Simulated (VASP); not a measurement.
Computed with PBE GGA, VASP's PBE PAW potentials (set 64) (plane waves; VASP 6.6.1).

VASP ran on this input.

File POSCAR:
```
MoC31Si31
1
    8.7583314356     0.0000000000     0.0000000000
    0.0000000000     8.7583314356     0.0000000000
    0.0000000000     0.0000000000     8.7583314356
Si C Mo
31 31 1
Direct
  0.4993037087   0.0013426597   0.0007399232
  0.7493541634   0.2508324961   0.0023234467
  0.7495868633   0.0012799862   0.2508504796
  0.9995179215   0.0006983953   0.0008528506
  0.2501546357   0.2489584185   0.0022696392
  0.5002945879   0.4999504132   0.0017532793
  0.7512549043   0.7500344413   0.0023381204
  0.2480104206   0.9990391938   0.2497516978
  0.4989257456   0.2491932080   0.2597987570
  0.7510545048   0.5011042152   0.2599447249
  0.4987907997   0.9991331663   0.5013339633
  0.7538378159   0.2466092162   0.5074134055
  0.7510681281   0.9988022541   0.7516331304
  0.9988924168   0.5009009635   0.0007384446
  0.2502918296   0.7499557536   0.9985827744
  0.9990016001   0.2506445892   0.2508540854
  0.2444564436   0.5008749643   0.2493457895
  0.4993888902   0.7557920526   0.2493682324
  0.9989449329   0.0013307829   0.5017620152
  0.2515467121   0.2496210642   0.4992066013
  0.7506048469   0.7487507813   0.4992260076
  0.2501591196   0.0005809029   0.7507098522
  0.4995866672   0.2511905999   0.7495117780
  0.7490668767   0.5007402056   0.7495888084
  0.0010848565   0.7522000954   0.2497189087
  0.0012745853   0.5014945417   0.5014017056
  0.2478499595   0.7524733308   0.5025403327
  0.0014482035   0.2492128393   0.7516290461
  0.2554994506   0.4987770686   0.7461369149
  0.5015658130   0.7448225214   0.7460884382
  0.9996921207   0.7501287195   0.7507697564
  0.6242860933   0.1271672966   0.1286968805
  0.8730385456   0.3758887117   0.1286786608
  0.8735019299   0.1267825228   0.3754384402
  0.1236268266   0.1252424523   0.1260904356
  0.3747208354   0.3772227619   0.1293347462
  0.6230278863   0.6254190226   0.1294517063
  0.8749075649   0.8766151282   0.1260850461
  0.3713366562   0.1201138601   0.3749108669
  0.8800698034   0.6288619426   0.3749806672
  0.6242987784   0.1234037714   0.6275439897
  0.8769584391   0.3761186066   0.6276411069
  0.8746718747   0.1255561568   0.8765505847
  0.1235243704   0.6266898542   0.1232227850
  0.3735902794   0.8766644105   0.1232121129
  0.1237676643   0.3748610762   0.3756012068
  0.3631386420   0.6371640666   0.3677211155
  0.6253844390   0.8765310862   0.3755766872
  0.1244286043   0.1247714875   0.6255547004
  0.3783870041   0.3715853281   0.6228845511
  0.6285836699   0.6217686129   0.6228198038
  0.8755312103   0.8758346916   0.6255877137
  0.3749869046   0.1255860093   0.8763285792
  0.6251383306   0.3751576378   0.8759293522
  0.8746489226   0.6253201638   0.8763916248
  0.1234659953   0.8767186857   0.3761672999
  0.1259436168   0.6251721804   0.6267553076
  0.3752138898   0.8744437985   0.6266615404
  0.1267978490   0.3758082511   0.8753256230
  0.3765027956   0.6238987147   0.8740099571
  0.6244641141   0.8734032209   0.8753666204
  0.1245001051   0.8757860556   0.8753425411
  0.5176068345   0.4825945943   0.4422278372
```

**KPOINTS**
```
Regular mesh
0
gamma
1 1 1
```

INCAR:
```
SYSTEM = MoC31Si31
PREC = Normal
ENCUT = 400
EDIFF = 1E-6
NELM = 100
ALGO = Fast
LREAL = Auto
LASPH = .TRUE.
ISMEAR = 0
SIGMA = 0.05
GGA = PE
LMAXMIX = 4
LWAVE = .TRUE.
LCHARG = .FALSE.
NELMIN = 4
ISYM = 0
NELECT = 255.0
ISPIN = 2
NUPDOWN = 1
MAGMOM = 63*0.0159
LORBIT = 11
LHYPERFINE = .TRUE.
```

POTCAR, in this order: Si C Mo (PBE.64 set). Program: vasp_gam. Read from the step before: WAVECAR.

The run wrote:

OSZICAR:
```
       N       E                     dE             d eps       ncg     rms          rms(c)
DAV:   1    -0.460730332703E+03   -0.46073E+03   -0.42949E-05   800   0.167E-02    0.264E-02
RMM:   2    -0.460730363666E+03   -0.30964E-04   -0.14912E-04   664   0.159E-02    0.495E-02
RMM:   3    -0.460730316568E+03    0.47098E-04   -0.34864E-05   634   0.120E-02    0.330E-03
RMM:   4    -0.460730316702E+03   -0.13379E-06   -0.34172E-06   509   0.282E-03
   1 F= -.46073032E+03 E0= -.46073030E+03  d E =-.245492E-04  mag=     1.0000
```

**OUTCAR**
```
------------------------ aborting loop because EDIFF is reached ----------------------------------------
  FORCE on cell =-STRESS in cart. coord.  units (eV):
  Direction    XX          YY          ZZ          XY          YZ          ZX
  --------------------------------------------------------------------------------------
  Total       11.2332910     11.1830883     -5.2235364      3.2287549     -3.5184695      3.5505215
  in kB       26.7888125     26.6690908    -12.4569317      7.6998370     -8.3907395      8.4671763
  external PRESSURE =      13.6669905 kB  Pullay stress =       0.0000000 kB
  volume of cell :      671.84
      direct lattice vectors                 reciprocal lattice vectors
     8.758331436  0.000000000  0.000000000     0.114176999  0.000000000  0.000000000
     0.000000000  8.758331436  0.000000000     0.000000000  0.114176999  0.000000000
     0.000000000  0.000000000  8.758331436     0.000000000  0.000000000  0.114176999
 POSITION                                       TOTAL-FORCE (eV/Angst)
 -----------------------------------------------------------------------------------
      4.37307      0.01176      0.00648        -0.000914     -0.000693     -0.005996
      6.56309      2.19687      0.02035        -0.003688      0.006995     -0.011720
      6.56513      0.01121      2.19703         0.006785     -0.006167      0.004410
      8.75411      0.00612      0.00747         0.000694     -0.002027     -0.004061
      2.19094      2.18046      0.01988         0.002512     -0.008067     -0.002814
      4.38175      4.37873      0.01536         0.010125     -0.005539     -0.010200
      6.57974      6.56905      0.02048         0.008273      0.003915     -0.005720
      2.17216      8.74992      2.18741        -0.005043     -0.001137     -0.005627
      4.36976      2.18252      2.27540        -0.004195     -0.018439      0.011095
      6.57798      4.38884      2.27668         0.014927      0.015905      0.002211
      4.36858      8.75074      4.39085         0.007545     -0.007203      0.006909
      6.60236      2.15989      4.44409        -0.004735      0.007752      0.006991
      6.57810      8.74784      6.58305        -0.000625     -0.000703     -0.006220
      8.74863      4.38706      0.00647        -0.005885      0.007272     -0.006119
      2.19214      6.56836      8.74592         0.006747     -0.000278     -0.004003
      8.74959      2.19523      2.19706         0.005807     -0.008397     -0.002655
      2.14103      4.38683      2.18385        -0.005269      0.000181     -0.002499
      4.37381      6.61948      2.18405         0.000225      0.003943     -0.006166
      8.74909      0.01166      4.39460        -0.006949     -0.000681      0.007314
      2.20313      2.18626      4.37222        -0.005548     -0.003371      0.006959
      6.57405      6.55781      4.37239         0.002452     -0.001111      0.005395
      2.19098      0.00509      6.57497         0.004110      0.002449      0.004899
      4.37555      2.20001      6.56447         0.003786      0.000838      0.007991
      6.56058      4.38565      6.56515         0.000851     -0.007294      0.000734
      0.00950      6.58802      2.18712         0.002486      0.007004      0.004128
      0.01116      4.39226      4.39144        -0.003266      0.003675      0.005884
      2.17075      6.59041      4.40141        -0.001280      0.008862      0.006343
      0.01268      2.18269      6.58302        -0.003288     -0.002097     -0.005467
      2.23775      4.36845      6.53491         0.004072      0.001716      0.001478
      4.39288      6.52340      6.53449        -0.007649     -0.003189     -0.000437
      8.75563      6.56988      6.57549        -0.005127     -0.005681      0.002302
      5.46770      1.11377      1.12717        -0.000636      0.002399     -0.000326
      7.64636      3.29216      1.12701         0.005025      0.001683      0.005946
      7.65042      1.11040      3.28821        -0.007201      0.008152     -0.006442
      1.08276      1.09691      1.10434        -0.002655      0.009370     -0.003022
      3.28193      3.30384      1.13276        -0.004791      0.001059      0.002675
      5.45668      5.47763      1.13378        -0.002471      0.003428      0.000770
      7.66273      7.67769      1.10429        -0.000346      0.005444     -0.001656
      3.25229      1.05200      3.28359        -0.004549     -0.003430     -0.006827
      7.70794      5.50778      3.28420         0.014278      0.003372     -0.011761
      5.46782      1.08081      5.49624        -0.007966     -0.008852      0.001603
      7.68069      3.29417      5.49709         0.007314     -0.004277     -0.003281
      7.66067      1.09966      7.67712         0.002067      0.002129      0.014704
      1.08187      5.48876      1.07923         0.004952     -0.005891     -0.007877
      3.27203      7.67812      1.07913        -0.001486     -0.000414     -0.004408
      1.08400      3.28316      3.28964        -0.003575     -0.000172     -0.004897
      3.18049      5.58049      3.22062        -0.002310     -0.005261     -0.005729
      5.47732      7.67695      3.28943         0.003320      0.002797     -0.000543
      1.08979      1.09279      5.47882         0.001405      0.000912      0.012894
      3.31404      3.25447      5.45543         0.003470      0.008283     -0.014605
      5.50534      5.44566      5.45486         0.001263      0.008537     -0.004939
      7.66819      7.67085      5.47910        -0.005555     -0.004299      0.006401
      3.28426      1.09992      7.67518         0.000223      0.004389      0.004825
      5.47517      3.28575      7.67168        -0.003385     -0.004541      0.007326
      7.66047      5.47676      7.67573         0.001141     -0.004391     -0.000513
      1.08136      7.67859      3.29460        -0.006882      0.009741     -0.008270
      1.10306      5.47547      5.48933         0.001616     -0.001028      0.004227
      3.28625      7.65867      5.48851        -0.008082     -0.008352      0.012223
      1.11054      3.29145      7.66639         0.010822      0.000874      0.003147
      3.29754      5.46431      7.65487        -0.012027     -0.003784      0.005886
      5.46926      7.64955      7.66675         0.000837      0.002022     -0.003988
      1.09041      7.67042      7.66654         0.009758     -0.009519      0.002894
      4.53337      4.22672      3.87318        -0.011506      0.001185     -0.001774
 -----------------------------------------------------------------------------------
    total drift:                               -0.013585      0.026126      0.074158
  FREE ENERGIE OF THE ION-ELECTRON SYSTEM (eV)
  ---------------------------------------------------
  free  energy   TOTEN  =      -460.7303167021 eV

  energy  without entropy=     -460.7302921529  energy(sigma->0) =     -460.73030443

 total charge

# of ion       s       p       d       tot
------------------------------------------
    1        0.701   0.961   0.000   1.662
    2        0.699   0.963   0.000   1.662
    3        0.699   0.970   0.000   1.669
    4        0.698   0.971   0.000   1.669
    5        0.701   0.957   0.000   1.658
    6        0.699   0.964   0.000   1.663
    7        0.701   0.957   0.000   1.658
    8        0.701   0.975   0.000   1.676
    9        0.718   0.926   0.000   1.643
   10        0.718   0.925   0.000   1.643
   11        0.698   0.968   0.000   1.666
   12        0.719   0.917   0.000   1.635
   13        0.700   0.960   0.000   1.660
   14        0.701   0.961   0.000   1.662
   15        0.698   0.965   0.000   1.664
   16        0.699   0.970   0.000   1.669
   17        0.698   0.975   0.000   1.673
   18        0.698   0.975   0.000   1.673
   19        0.701   0.965   0.000   1.666
   20        0.697   0.964   0.000   1.662
   21        0.697   0.964   0.000   1.661
...
```
(Selected blocks of OUTCAR.)

At this cut-off the stress carries a Pulay error, which pulls relaxed volumes low. The cell is charged, with a uniform compensating background.  The supercell is sampled at Γ alone, which is coarse: total energies, pressure and levels can be off, energies of defects by several tenths of an eV.

The cell is a supercell with a defect, built from SiC (zinc blende): Mo_Si-vac_C, charge -1.
